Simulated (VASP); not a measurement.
# NiGe2O3 (P-6m2) in VASP: relaxation of cell and atoms with PBE

Aim: the relaxation of cell and atoms of NiGe2O3 with PBE.

All numbers are computed with VASP 6.6.1; they aren't measurements. Logs are shortened: lines on timing, memory, paths and dates and some standing lists are left out, and cuts for length are marked.

### Step 1. The structure

It takes space group P-6m2 (No. 187, hexagonal). Conventional cell: a = 3.666 Å, b = 3.666 Å, c = 7.202 Å, α = 90.00°, β = 90.00°, γ = 120.00°. Around Ni (site symmetry -6m2) lie 3 O at 2.12 Å. Ge (site symmetry 3m) has 3 Ni at 2.77 Å and 9 O at 2.77 to 2.79 Å as nearest neighbours. O (site symmetry -6m2) has 3 O at 2.12 Å as nearest neighbours. O (site symmetry -6m2) has 3 Ni at 2.12 Å as nearest neighbours. O (site symmetry -6m2) is surrounded by 3 O at 2.12 Å.

The cell was built by a generator and needn't be a form met in nature.

### Step 2. Relaxation of cell and atoms, PBE, collinear spin, ferromagnetic start

The input, INCAR:

```
PREC = Normal
ENCUT = 520
EDIFF = 1E-4
ISMEAR = 0
SIGMA = 0.15
LREAL = False
LASPH = True
NELM = 60
ALGO = Fast
ISIF = 3
LWAVE = False
LCHARG = False
ISPIN = 2
MAGMOM = 1 0 0 0 0 0
LORBIT = 11
LMAXMIX = 4
GGA = PE
IBRION = 2
NSW = 24
EDIFFG = -0.08
```

The input, KPOINTS:

```
regular mesh
0
Gamma
  4 4 2
```

The input, POSCAR:

```
NiGe2O3
1.0
    3.6664756600      0.0000000000      0.0000000000
   -1.8332378300      3.1752610600      0.0000000000
    0.0000000000      0.0000000000      7.2020964100
Ni Ge O
1 2 3
Direct
    0.6666666700      0.3333333300      0.0000000000
    0.3333333300      0.6666666700      0.2478150000
    0.3333333300      0.6666666700      0.7521850000
    0.6666666700      0.3333333300      0.5000000000
    0.0000000000      0.0000000000      0.0000000000
    0.0000000000      0.0000000000      0.5000000000
```

Potentials or basis: VASP PAW PBE potentials, release 64 (Ni, Ge_d, O).

The run is started by

```sh
> cat potpaw_PBE.64/Ni/POTCAR potpaw_PBE.64/Ge_d/POTCAR potpaw_PBE.64/O/POTCAR > POTCAR
> mpirun -np 1 vasp_std > vasp.out
```

OUTCAR:

```text
PREC = Normal
   ENCUT = 520
   EDIFF = 1E-4
   ISMEAR = 0
   LREAL = False
   LASPH = True
   NELM = 60
   ISIF = 3
   ISPIN = 2
   LORBIT = 11
   GGA = PE
   IBRION = 2
   NSW = 24
   EDIFFG = -0.08

 ion  position               nearest neighbor table
   1  0.667  0.333  0.000-   5 2.12   5 2.12   5 2.12   3 2.77   2 2.77   3 2.77   2 2.77   2 2.77
                             3 2.77
   2  0.333  0.667  0.248-   1 2.77   1 2.77   1 2.77
   3  0.333  0.667  0.752-   1 2.77   1 2.77   1 2.77
   4  0.667  0.333  0.500-
   5  0.000  0.000  0.000-   1 2.12   1 2.12   1 2.12
   6  0.000  0.000  0.500-

  LATTYP: Found a hexagonal cell.
 ALAT       =     3.6664756600
 C/A-ratio  =     1.9643104381

  Lattice vectors:

 A1 = (   3.6664756600,   0.0000000000,   0.0000000000)
 A2 = (  -1.8332378300,   3.1752610600,   0.0000000000)
 A3 = (   0.0000000000,   0.0000000000,   7.2020964100)

Analysis of symmetry for initial positions (statically):
=====================================================================
 Subroutine PRICEL returns:
 Original cell was already a primitive cell.

 Routine SETGRP: Setting up the symmetry group for a
 hexagonal supercell.

 Subroutine GETGRP returns: Found 12 space group operations
 (whereof 12 operations were pure point group operations)
 out of a pool of 24 trial point group operations.

The static configuration has the point symmetry D_3h.

Analysis of symmetry for dynamics (positions and initial velocities):
=====================================================================
 Subroutine PRICEL returns:
 Original cell was already a primitive cell.

 Routine SETGRP: Setting up the symmetry group for a
 hexagonal supercell.

 Subroutine GETGRP returns: Found 12 space group operations
 (whereof 12 operations were pure point group operations)
 out of a pool of 24 trial point group operations.

The dynamic configuration has the point symmetry D_3h.

Analysis of structural, dynamic, and magnetic symmetry:
=====================================================================
 Subroutine PRICEL returns:
 Original cell was already a primitive cell.

 Routine SETGRP: Setting up the symmetry group for a
 hexagonal supercell.

 Subroutine GETGRP returns: Found 12 space group operations
 (whereof 12 operations were pure point group operations)
 out of a pool of 24 trial point group operations.

The overall configuration has the point symmetry D_3h.

 Subroutine INISYM returns: Found 12 space group operations
 (whereof 12 operations are pure point group operations),
 and found     1 'primitive' translations

----------------------------------------------------------------------------------------

                                     Primitive cell

  volume of cell :      83.8469

  direct lattice vectors                    reciprocal lattice vectors
     3.666475660  0.000000000  0.000000000     0.272741481  0.157467367  0.000000000
    -1.833237830  3.175261060  0.000000000     0.000000000  0.314934735  0.000000000
     0.000000000  0.000000000  7.202096410     0.000000000  0.000000000  0.138848461

  length of vectors
     3.666475660  3.666475657  7.202096410     0.314934735  0.314934735  0.138848461

  position of ions in fractional coordinates (direct lattice)
     0.666666670  0.333333330  0.000000000
     0.333333330  0.666666670  0.247815000
     0.333333330  0.666666670  0.752185000
     0.666666670  0.333333330  0.500000000
     0.000000000  0.000000000  0.000000000
     0.000000000  0.000000000  0.500000000

  ion indices of the primitive-cell ions
   primitive index   ion index
                 1           1
                 2           2
                 3           3
                 4           4
                 5           5
                 6           6

----------------------------------------------------------------------------------------

 KPOINTS: regular mesh

Automatic generation of k-mesh.
 Grid dimensions read from file:
 generate k-points for:    4    4    2

 Generating k-lattice:

  Cartesian coordinates                     Fractional coordinates (reciprocal lattice)
     0.068185370  0.039366842  0.000000000     0.250000000  0.000000000  0.000000000
     0.000000000  0.078733684  0.000000000     0.000000000  0.250000000  0.000000000
     0.000000000  0.000000000  0.069424230     0.000000000  0.000000000  0.500000000

  Length of vectors
     0.078733684  0.078733684  0.069424230

  Shift w.r.t. Gamma in fractional coordinates (k-lattice)
     0.000000000  0.000000000  0.000000000

 Subroutine IBZKPT returns following result:
 ===========================================

 Found      8 irreducible k-points:

 Following reciprocal coordinates:
            Coordinates               Weight
  0.000000  0.000000  0.000000      1.000000
  0.250000  0.000000  0.000000      6.000000
  0.500000  0.000000  0.000000      3.000000
  0.250000  0.250000  0.000000      6.000000
  0.000000  0.000000  0.500000      1.000000
  0.250000  0.000000  0.500000      6.000000
  0.500000  0.000000  0.500000      3.000000
  0.250000  0.250000  0.500000      6.000000
   k-points           NKPTS =      8   k-points in BZ     NKDIM =      8   number of bands    NBANDS=     34
   number of dos      NEDOS =    301   number of ions     NIONS =      6
   total plane-waves  NPLWV =  16000
   dimension x,y,z NGX =    20 NGY =   20 NGZ =   40
   dimension x,y,z NGXF=    40 NGYF=   40 NGZF=   80
   ions per type =               1   2   3
   NGX,Y,Z   is equivalent  to a cutoff of   9.07,  9.07,  9.23 a.u.
   NGXF,Y,Z  is equivalent  to a cutoff of  18.14, 18.14, 18.47 a.u.
 SYSTEM =  unknown system
   PREC   = normal    normal or accurate (medium, high low for compatibility)
   ISTART =      0    job   : 0-new  1-cont  2-samecut
   ICHARG =      2    charge: 1-file 2-atom 10-const
   ISPIN  =      2    spin polarized calculation?
   LNONCOLLINEAR =      F non collinear calculations
   LSORBIT =      F    spin-orbit coupling
   LASPH  =      T    aspherical Exc in radial PAW
   ENCUT  =  520.0 eV  38.22 Ry    6.18 a.u.   6.82  6.82 13.39*2*pi/ulx,y,z
   NELM   =     60;   NELMIN=  2; NELMDL= -5     # of ELM steps
   EDIFF  = 0.1E-03   stopping-criterion for ELM
   LREAL  =      F    real-space projection
   EDIFFG = -.8E-01   stopping-criterion for IOM
   NSW    =     24    number of steps for IOM
   IBRION =      2    ionic relax: 0-MD 1-quasi-New 2-CG
   NFREE  =      1    steps in history (QN), initial steepest desc. (CG)
   ISIF   =      3    stress and relaxation
   ISYM   =      2    0-nonsym 1-usesym 2-fastsym
   POTIM  = 0.5000    time-step for ionic-motion
   TEBEG  =    0.0;   TEEND  =   0.0 temperature during run
   PSTRESS=    0.0 pullay stress
   NELECT =      56.0000    total number of electrons
   NUPDOWN=      -1.0000    fix difference up-down
   EMIN   =  10.00;   EMAX   =-10.00  energy-range for DOS
   EFERMI =   0.00;   METHOD = LEGACY
   ISMEAR =     0;   SIGMA  =   0.15  broadening in eV -4-tet -1-fermi 0-gaus
   EFERMI_NEDOS =   21; number of points for ismear=-14 and -15
   IALGO  =     68    algorithm
   IMIX   =      4    mixing-type and parameters
     AMIX     =   0.40;   BMIX     =  1.00
     AMIX_MAG =   1.60;   BMIX_MAG =  1.00
  volume/ion in A,a.u.               =      13.97        94.30
  Fermi-wavevector in a.u.,A,eV,Ry     =   1.431007  2.704211 27.861755  2.047781
  Thomas-Fermi vector in A             =   2.550790
   LORBIT       =     11    0 simple, 1 ext, 2 COOP (PROOUT), +10 PAW based schemes
   GGA     = PE    functional components
   LHFCALC =     F    Hartree Fock is set to
   AEXX    =    0.0000 exact exchange contribution
   IVDW    =     0    specifies the selected vdW correction
   LEPSILON=     F    determine dielectric tensor
   LRPA    =     F    only Hartree local field effects (RPA)
 conjugate gradient relaxation of ions
 spin polarized calculation
 RMM-DIIS sequential band-by-band and
 Gauss-broadening in eV      SIGMA  =   0.15
  energy-cutoff  :      520.00
  volume of cell :       83.85
 maximum number of plane-waves:      2261
   NGX = 13   NGY = 13   NGZ = 27

--------------------------------------- Ionic step        1  -------------------------------------------

 number of electron      55.9999988 magnetization       0.0283472

 number of electron      55.9999989 magnetization      -0.0050421

 Free energy of the ion-electron system (eV)
  ---------------------------------------------------
  ext. energy  EPLUGINS =         0.00000000
  ---------------------------------------------------
  free energy    TOTEN  =       -27.72731476 eV

  energy without entropy =      -27.71474166  energy(sigma->0) =      -27.72102821

------------------------ aborting loop because EDIFF is reached ----------------------------------------

  FORCE on cell =-STRESS in cart. coord.  units (eV):
  Direction    XX          YY          ZZ          XY          YZ          ZX
  --------------------------------------------------------------------------------------
  -------------------------------------------------------------------------------------
  Total       -5.9909288     -5.9909288     -9.0583182      0.0000000      0.0000000      0.0000000
  in kB     -114.4768231   -114.4768228   -173.0896018      0.0000000      0.0000000      0.0000000
  external PRESSURE =    -134.0144159 kB  Pullay stress =       0.0000000 kB
[... 71 lines left out ...]
 number of electron      56.0000192 magnetization      -0.1083764

 number of electron      56.0000190 magnetization       0.0200002

------------------------ aborting loop EDIFF was not reached (unconverged)  ----------------------------

  FORCE on cell =-STRESS in cart. coord.  units (eV):
  Direction    XX          YY          ZZ          XY          YZ          ZX
  --------------------------------------------------------------------------------------
  -------------------------------------------------------------------------------------
  Total        4.9813716      4.9813715     -1.3429870     -0.0000000     -0.0000000      0.0000000
  in kB      103.3055022    103.3055019    -27.8513553     -0.0000000     -0.0000000      0.0000000
  external PRESSURE =      59.5865496 kB  Pullay stress =       0.0000000 kB
[... 21 lines left out ...]
  FREE ENERGIE OF THE ION-ELECTRON SYSTEM (eV)
  ---------------------------------------------------
  free  energy   TOTEN  =       -23.1096712735 eV

  energy  without entropy=      -23.0791908870  energy(sigma->0) =      -23.09443108

[... ionic steps 4 to 19 ...]

--------------------------------------- Ionic step       20  -------------------------------------------

 number of electron      56.0000033 magnetization       0.6758277

------------------------ aborting loop because EDIFF is reached ----------------------------------------
[... 75 lines left out ...]
--------------------------------------- Ionic step       22  -------------------------------------------

 number of electron      56.0000027 magnetization       0.6750302

 Free energy of the ion-electron system (eV)
  ---------------------------------------------------
  ext. energy  EPLUGINS =         0.00000000
  ---------------------------------------------------
  free energy    TOTEN  =       -28.86472382 eV

  energy without entropy =      -28.83256902  energy(sigma->0) =      -28.84864642

 E-fermi :   5.7666     XC(G=0): -11.6094

 val. band max:        5.7440972491   @ k =   0.2500   0.0000   0.5000
 cond. band min:       5.8269054807   @ k =   0.5000   0.0000   0.5000
 fundamental gap:      0.0828082317
 Fermi energy:         5.7665807502

 spin component 1

 k-point     1 :       0.0000    0.0000    0.0000
  band No.  band energies     occupation
      1     -19.0585      1.00000
      2     -19.0092      1.00000
      3     -19.0092      1.00000
      4     -19.0054      1.00000
      5     -19.0054      1.00000
      6     -19.0007      1.00000
[... 285 lines left out ...]
     33       9.3666      0.00000
     34       9.6619      0.00000
 Fermi energy:         5.7665807502

 spin component 2

 k-point     1 :       0.0000    0.0000    0.0000
  band No.  band energies     occupation
      1     -19.0604      1.00000
      2     -19.0108      1.00000
      3     -19.0108      1.00000
      4     -19.0067      1.00000
      5     -19.0067      1.00000
      6     -19.0023      1.00000
[... 318 lines left out ...]
  FREE ENERGIE OF THE ION-ELECTRON SYSTEM (eV)
  ---------------------------------------------------
  free  energy   TOTEN  =       -28.8647238170 eV

  energy  without entropy=      -28.8325690179  energy(sigma->0) =      -28.84864642

 reached required accuracy - stopping structural energy minimisation

 total charge

# of ion       s       p       d       tot
------------------------------------------
    1        0.368   0.328   8.348   9.044
    2        1.367   0.600  10.038  12.005
    3        1.367   0.600  10.038  12.005
    4        1.635   3.178   0.000   4.813
    5        1.580   3.280   0.000   4.860
    6        1.633   3.183   0.000   4.815
--------------------------------------------------
tot          7.950  11.169  28.423  47.543

 magnetization (x)

# of ion       s       p       d       tot
------------------------------------------
    1        0.000   0.012   0.586   0.598
    2        0.002  -0.011  -0.001  -0.009
    3        0.002  -0.011  -0.001  -0.009
    4       -0.000   0.004   0.000   0.003
    5        0.003   0.094   0.000   0.097
    6       -0.000  -0.000   0.000  -0.000
--------------------------------------------------
tot          0.007   0.087   0.585   0.679
```

Run time: 6.4 min. Hardware: 1 thread of Intel Xeon 6975P-C (Granite Rapids), shared host; peak memory 0.19 GiB.

What came out:

```yaml
Free_energy: -28.8647 eV
Relaxed_volume: 12.16 Å³/atom
Relaxed_cell: a = 3.566 Å, b = 3.566 Å, c = 6.624 Å, α = 90.00°, β = 90.00°, γ = 120.00°
Space_group_after_relaxing_to_0.05_Å: P-6m2 (No. 187)
Energy_gained_by_relaxing: 189.6 meV/atom
Ionic_steps: 22
Pressure_after_relaxing: 0.3 GPa
Largest_force_after_relaxing: 0.054 eV/Å
Band_gap_on_the_k_mesh: none (metal or under the smearing width)
Net_moment: 0.68 μB per cell
Site_moments: Ni +0.60; Ge -0.01; O +0.00, +0.10, -0.00 μB
Valence_electrons_inside_the_program's_atomic_spheres: Ni 9.04; Ge 12.01; O 4.81, 4.86, 4.82
```

Forces on the atoms (eV/Å):
```
Ni   0.000  0.000  0.000
Ge   0.000  0.000 -0.054
Ge   0.000  0.000  0.054
O    0.000  0.000  0.000
O    0.000  0.000  0.000
O    0.000  0.000  0.000
```

The path:
| step | energy change (eV) | largest force (eV/Å) | pressure (GPa) | volume (Å³) |
| --- | --- | --- | --- | --- |
| 1 | 0.0000 | 0.9595 | -13.40 | 83.85 |
| 2 | 9.5379 | 4.0852 | 26.70 | 70.43 |
| 3 | 4.6176 | 1.3905 | 5.96 | 77.26 |
| 4 | -0.1965 | 1.4242 | -3.52 | 78.29 |
| 5 | -0.4618 | 0.9836 | -7.72 | 77.60 |
| 6 | -0.4747 | 0.9439 | -5.90 | 77.39 |
| 7 | -0.6678 | 0.8950 | -3.08 | 75.07 |
| 8 | -0.9142 | 0.8747 | 0.65 | 69.77 |
| 9 | 2.4606 | 1.6007 | 39.88 | 59.51 |
| 10 | -0.9031 | 0.8539 | 5.68 | 68.71 |
| 11 | -0.9998 | 0.7231 | 0.67 | 70.15 |
| 12 | -1.0257 | 0.4300 | -2.89 | 71.37 |
| 13 | -1.0252 | 0.5519 | -0.29 | 71.10 |
| 14 | -1.0259 | 0.4666 | -1.95 | 71.25 |
| 15 | -1.0598 | 0.0539 | 0.19 | 70.83 |
| 16 | -1.0622 | 0.0845 | 1.30 | 70.73 |
| 17 | -1.1016 | 0.1088 | 0.78 | 71.26 |
| 18 | -1.1326 | 0.2379 | 1.27 | 72.17 |
| 19 | -1.1325 | 0.2677 | 0.73 | 72.31 |
| 20 | -1.1327 | 0.2425 | 1.24 | 72.26 |
| 21 | -1.1358 | 0.0787 | -1.29 | 73.35 |
| 22 | -1.1374 | 0.0539 | 0.27 | 72.94 |

Final structure:
```
Ni Ge O
1.0
     3.56585    0.00000    0.00000
    -1.78292    3.08812    0.00000
     0.00000    0.00000    6.62391
Ni Ge O
1 2 3
Direct
  0.66667 0.33333 0.00000
  0.33333 0.66667 0.29559
  0.33333 0.66667 0.70441
  0.66667 0.33333 0.50000
  0.00000 0.00000 0.00000
  0.00000 0.00000 0.50000
```

Caveat: the k mesh is coarse (spacing up to 0.49 Å⁻¹), so the values aren't converged; a cell with one magnetic atom can't hold antiferromagnetic order, which such compounds often take; semilocal functionals often make such compounds metallic where correlation or magnetic order opens a gap, which also shifts bond lengths; the relaxation stopped at a loose force limit of 0.08 eV/Å, so its end isn't a converged minimum.
